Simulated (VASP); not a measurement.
Level of theory: r2SCAN meta-GGA, VASP's PBE PAW potentials (set 64) (plane waves; VASP).

VASP ran on this input.

POSCAR:
```
Er2Si3
1.0
  3.7554622556   0.0000000000   0.0000000000
  0.0000000000   4.0039155097   0.0000000000
  0.0000000000   0.0000000000   6.6055685643
Er Si
2 3
Cart
  0.0000000000   2.0019577548   0.0232025121
  1.8777311278   2.0019577548   3.2543112533
  1.8777311278   0.0000000000   5.2957018254
  1.8777311278   0.0000000000   1.0280874533
  0.0000000000   0.0000000000   2.4736762914
```

INCAR:
```
SYSTEM  =  Er2Si3
PREC  =  Accurate; ENCUT  =  400; LREAL  =  .False.
LASPH  =  .True.
EDIFF  =  1E-6; NELM  =  100; ALGO  =  Normal
LMAXMIX  =  6; LMIXTAU  =  .True.
ISMEAR  =  1; SIGMA  =  0.1
METAGGA  =  R2SCAN
IBRION  =  2; NSW  =  60; ISIF  =  3
EDIFFG  =  -0.02
LWAVE  =  .False.; LCHARG  =  .False.
```

**KPOINTS**
```
Automatic mesh
0
Gamma
7 7 4
0 0 0
```

POTCAR, in this order: Er_3 Si (PBE.64 set). Program: vasp_std.

The run wrote:

### OSZICAR
```
...
DAV:   1    -0.973887338169E+02   -0.14251E-01   -0.29250E-01  2994   0.489E+00    0.463E-01
DAV:   2    -0.973876991619E+02    0.10347E-02   -0.14075E-02  2908   0.139E+00    0.233E-01
DAV:   3    -0.973874956060E+02    0.20356E-03   -0.16550E-03  3328   0.383E-01    0.806E-02
DAV:   4    -0.973874589745E+02    0.36632E-04   -0.35942E-04  3080   0.183E-01    0.490E-02
DAV:   5    -0.973874902413E+02   -0.31267E-04   -0.12328E-04  2984   0.837E-02    0.185E-02
DAV:   6    -0.973874853062E+02    0.49351E-05   -0.25597E-05  2736   0.445E-02    0.103E-02
DAV:   7    -0.973874940870E+02   -0.87808E-05   -0.17112E-05  2669   0.319E-02    0.285E-03
DAV:   8    -0.973874945775E+02   -0.49042E-06   -0.11988E-06  1351   0.127E-02
   4 F= -.97387495E+02 E0= -.97387874E+02  d E =-.130112E-01
       N       E                     dE             d eps       ncg     rms          rms(c)
DAV:   1    -0.974109145954E+02   -0.23421E-01   -0.14148E+00  3014   0.108E+01    0.103E+00
DAV:   2    -0.974054703936E+02    0.54442E-02   -0.70503E-02  3002   0.313E+00    0.512E-01
DAV:   3    -0.974044938618E+02    0.97653E-03   -0.80491E-03  3352   0.833E-01    0.181E-01
DAV:   4    -0.974043087600E+02    0.18510E-03   -0.16968E-03  3053   0.418E-01    0.108E-01
DAV:   5    -0.974044291594E+02   -0.12040E-03   -0.65739E-04  3053   0.198E-01    0.386E-02
DAV:   6    -0.974044160043E+02    0.13155E-04   -0.13520E-04  2762   0.104E-01    0.231E-02
DAV:   7    -0.974044530606E+02   -0.37056E-04   -0.78499E-05  2640   0.704E-02    0.575E-03
DAV:   8    -0.974044564228E+02   -0.33621E-05   -0.88949E-06  2586   0.279E-02    0.284E-03
DAV:   9    -0.974044564457E+02   -0.22973E-07   -0.11253E-06  1351   0.146E-02
   5 F= -.97404456E+02 E0= -.97404516E+02  d E =-.299731E-01
       N       E                     dE             d eps       ncg     rms          rms(c)
DAV:   1    -0.973991373467E+02    0.53191E-02   -0.57828E+00  3023   0.219E+01    0.212E+00
DAV:   2    -0.973795588990E+02    0.19578E-01   -0.28047E-01  2981   0.639E+00    0.110E+00
DAV:   3    -0.973746970330E+02    0.48619E-02   -0.35258E-02  3352   0.176E+00    0.330E-01
DAV:   4    -0.973742541008E+02    0.44293E-03   -0.80742E-03  3064   0.832E-01    0.212E-01
DAV:   5    -0.973747225755E+02   -0.46847E-03   -0.22448E-03  3018   0.362E-01    0.831E-02
DAV:   6    -0.973746170030E+02    0.10557E-03   -0.44514E-04  2821   0.202E-01    0.438E-02
DAV:   7    -0.973747760297E+02   -0.15903E-03   -0.36215E-04  2658   0.148E-01    0.138E-02
DAV:   8    -0.973747951247E+02   -0.19095E-04   -0.41218E-05  2653   0.585E-02    0.604E-03
DAV:   9    -0.973747956088E+02   -0.48415E-06   -0.76869E-06  2613   0.295E-02
   6 F= -.97374796E+02 E0= -.97375178E+02  d E =-.312279E-03
       N       E                     dE             d eps       ncg     rms          rms(c)
DAV:   1    -0.974260679880E+02   -0.51273E-01   -0.39535E+00  2967   0.177E+01    0.181E+00
DAV:   2    -0.974091894849E+02    0.16879E-01   -0.19418E-01  2884   0.522E+00    0.890E-01
DAV:   3    -0.974064241915E+02    0.27653E-02   -0.22790E-02  3384   0.147E+00    0.335E-01
DAV:   4    -0.974055628989E+02    0.86129E-03   -0.58698E-03  3088   0.736E-01    0.198E-01
DAV:   5    -0.974060821360E+02   -0.51924E-03   -0.21797E-03  3024   0.365E-01    0.664E-02
DAV:   6    -0.974060250433E+02    0.57093E-04   -0.38931E-04  2783   0.182E-01    0.384E-02
DAV:   7    -0.974061368679E+02   -0.11182E-03   -0.24109E-04  2573   0.124E-01    0.124E-02
DAV:   8    -0.974061481845E+02   -0.11317E-04   -0.33445E-05  2677   0.510E-02    0.463E-03
DAV:   9    -0.974061494853E+02   -0.13009E-05   -0.68582E-06  2543   0.281E-02    0.219E-03
DAV:  10    -0.974061496357E+02   -0.15039E-06   -0.12798E-06  1367   0.136E-02
   7 F= -.97406150E+02 E0= -.97406113E+02  d E =-.316663E-01
       N       E                     dE             d eps       ncg     rms          rms(c)
DAV:   1    -0.974074568292E+02   -0.13073E-02   -0.52646E-01  2928   0.155E+01    0.492E-01
DAV:   2    -0.974097351662E+02   -0.22783E-02   -0.37357E-02  3096   0.176E+00    0.193E-01
DAV:   3    -0.974094034350E+02    0.33173E-03   -0.12856E-03  3288   0.605E-01    0.910E-02
DAV:   4    -0.974093024727E+02    0.10096E-03   -0.37980E-04  3328   0.272E-01    0.425E-02
DAV:   5    -0.974093017124E+02    0.76030E-06   -0.16748E-04  2848   0.116E-01    0.183E-02
DAV:   6    -0.974093232759E+02   -0.21564E-04   -0.58857E-05  2880   0.730E-02    0.105E-02
DAV:   7    -0.974093281407E+02   -0.48648E-05   -0.12372E-05  2880   0.356E-02    0.392E-03
DAV:   8    -0.974093289416E+02   -0.80090E-06   -0.12080E-06  1391   0.164E-02
   8 F= -.97409329E+02 E0= -.97409172E+02  d E =-.317931E-02
       N       E                     dE             d eps       ncg     rms          rms(c)
DAV:   1    -0.974093443874E+02   -0.16247E-04   -0.37195E-03  2931   0.131E+00    0.418E-02
DAV:   2    -0.974093584834E+02   -0.14096E-04   -0.25907E-04  3077   0.150E-01    0.164E-02
DAV:   3    -0.974093555467E+02    0.29366E-05   -0.78990E-06  2656   0.518E-02    0.770E-03
DAV:   4    -0.974093541406E+02    0.14061E-05   -0.38018E-06  1709   0.255E-02    0.334E-03
DAV:   5    -0.974093538125E+02    0.32807E-06   -0.96436E-07  1196   0.224E-02
   9 F= -.97409354E+02 E0= -.97409203E+02  d E =-.320418E-02
       N       E                     dE             d eps       ncg     rms          rms(c)
DAV:   1    -0.974093716888E+02   -0.17548E-04   -0.22604E-01  2796   0.116E+01    0.439E-01
DAV:   2    -0.974102273939E+02   -0.85571E-03   -0.18355E-02  3157   0.121E+00    0.144E-01
DAV:   3    -0.974100033385E+02    0.22406E-03   -0.10127E-03  3304   0.517E-01    0.625E-02
DAV:   4    -0.974099499607E+02    0.53378E-04   -0.21258E-04  3488   0.248E-01    0.401E-02
DAV:   5    -0.974099510548E+02   -0.10941E-05   -0.33956E-05  2944   0.534E-02    0.241E-02
DAV:   6    -0.974099486088E+02    0.24460E-05   -0.24829E-05  2928   0.526E-02    0.894E-03
DAV:   7    -0.974099545931E+02   -0.59843E-05   -0.13557E-05  2885   0.393E-02    0.310E-03
DAV:   8    -0.974099550864E+02   -0.49335E-06   -0.44306E-07  1281   0.118E-02
  10 F= -.97409955E+02 E0= -.97409869E+02  d E =-.601274E-03
       N       E                     dE             d eps       ncg     rms          rms(c)
DAV:   1    -0.974100306556E+02   -0.76063E-04   -0.14813E-02  2793   0.299E+00    0.113E-01
DAV:   2    -0.974100693057E+02   -0.38650E-04   -0.12033E-03  3140   0.316E-01    0.370E-02
DAV:   3    -0.974100489636E+02    0.20342E-04   -0.65284E-05  3296   0.131E-01    0.161E-02
DAV:   4    -0.974100433367E+02    0.56269E-05   -0.11348E-05  2744   0.626E-02    0.965E-03
DAV:   5    -0.974100430673E+02    0.26935E-06   -0.16744E-06  1338   0.247E-02
  11 F= -.97410043E+02 E0= -.97409929E+02  d E =-.689255E-03
       N       E                     dE             d eps       ncg     rms          rms(c)
DAV:   1    -0.974100435803E+02   -0.24363E-06   -0.58574E-04  2833   0.592E-01    0.233E-02
DAV:   2    -0.974100429470E+02    0.63334E-06   -0.47409E-05  3144   0.646E-02    0.741E-03
DAV:   3    -0.974100410884E+02    0.18586E-05   -0.12163E-06  1293   0.269E-02    0.372E-03
DAV:   4    -0.974100407847E+02    0.30363E-06   -0.13224E-06  1310   0.173E-02
  12 F= -.97410041E+02 E0= -.97409922E+02  d E =-.686972E-03
       N       E                     dE             d eps       ncg     rms          rms(c)
DAV:   1    -0.974101209208E+02   -0.79832E-04   -0.23636E-02  2815   0.375E+00    0.239E-01
DAV:   2    -0.974101366687E+02   -0.15748E-04   -0.20965E-03  2933   0.427E-01    0.698E-02
DAV:   3    -0.974100590418E+02    0.77627E-04   -0.12743E-04  3102   0.227E-01    0.263E-02
DAV:   4    -0.974100430664E+02    0.15975E-04   -0.43095E-05  3495   0.117E-01    0.219E-02
DAV:   5    -0.974100422896E+02    0.77681E-06   -0.45914E-06  2291   0.196E-02
  13 F= -.97410042E+02 E0= -.97409935E+02  d E =-.150489E-05
```

### OUTCAR
```
------------------------ aborting loop because EDIFF is reached ----------------------------------------
  FORCE on cell =-STRESS in cart. coord.  units (eV):
  Direction    XX          YY          ZZ          XY          YZ          ZX
  --------------------------------------------------------------------------------------
  Total       -0.0834640     -0.0610281     -0.0125588      0.0000000      0.0000000      0.0000000
  in kB       -1.3030673     -0.9527906     -0.1960720      0.0000000      0.0000000      0.0000000
  external PRESSURE =      -0.8173100 kB  Pullay stress =       0.0000000 kB
  volume of cell :      102.62
      direct lattice vectors                 reciprocal lattice vectors
     3.856795849  0.000000000  0.000000000     0.259282586  0.000000000  0.000000000
     0.000000000  3.933960501  0.000000000     0.000000000  0.254196757  0.000000000
     0.000000000  0.000000000  6.763731765     0.000000000  0.000000000  0.147847377
 POSITION                                       TOTAL-FORCE (eV/Angst)
 -----------------------------------------------------------------------------------
      0.00000      1.96698      0.01715         0.000000      0.000000      0.003426
      1.92840      1.96698      3.35050         0.000000      0.000000     -0.005893
      1.92840      0.00000      5.50369         0.000000      0.000000     -0.004707
      1.92840      0.00000      1.05357         0.000000      0.000000      0.009301
      0.00000      0.00000      2.43919         0.000000      0.000000     -0.002126
 -----------------------------------------------------------------------------------
    total drift:                                0.000000      0.000000      0.000473
  FREE ENERGIE OF THE ION-ELECTRON SYSTEM (eV)
  ---------------------------------------------------
  free  energy   TOTEN  =       -97.4100422896 eV

  energy  without entropy=      -97.4097212020  energy(sigma->0) =      -97.40993526

 reached required accuracy - stopping structural energy minimisation
```
(Selected blocks of OUTCAR.)

CONTCAR:
```
Er2Si3
   1.00000000000000
     3.8567958485953842    0.0000000000000000    0.0000000000000000
     0.0000000000000000    3.9339605009954042    0.0000000000000000
     0.0000000000000000    0.0000000000000000    6.7637317653726834
  Er              Si
     2     3
Direct
     0.0000000000000000    0.5000000000000000    0.0025360897450752
     0.5000000000000000    0.5000000000000000    0.4953622792034975
     0.5000000000000000    0.0000000000000000    0.8137063592566354
     0.5000000000000000    0.0000000000000000    0.1557675420952760
     0.0000000000000000    0.0000000000000000    0.3606277296995120
```

The 4f electrons are frozen in the core of the lanthanide potential, so 4f levels, which can set the real gap, and their magnetism are missing. Energy and stress use the plane-wave basis of the starting cell.

The structure comes from a computed database's Er2Si3 entry (Pmm2); how it stands against other phases isn't given here. This run relaxes it. Symmetry was kept, so distortions that lower it aren't found. The start is the result of an earlier pass.
